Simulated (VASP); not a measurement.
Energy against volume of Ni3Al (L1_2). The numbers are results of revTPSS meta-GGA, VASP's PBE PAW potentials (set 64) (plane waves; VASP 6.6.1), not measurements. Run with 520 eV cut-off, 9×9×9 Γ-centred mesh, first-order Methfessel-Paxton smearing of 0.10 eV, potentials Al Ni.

```csv
V (Å³/atom),E (eV/atom)
10.206,-3.02274
10.532,-3.04486
10.858,-3.05190
11.183,-3.04623
```

Question: Fit these four points and predict the energy of the run at 11.509 Å³/atom.

Answer: A cubic in V^(−2/3), the third-order Birch-Murnaghan form, passes through the four points with V0 = 10.87 Å³/atom and B0 = 207 GPa, and gives -3.0298 eV/atom there. The run gave -3.0298 eV/atom, -0.0 meV/atom from the fit; all five points give B0 = 207 GPa.

The compound is Ni3Al in the L1_2 structure. It was relaxed first.
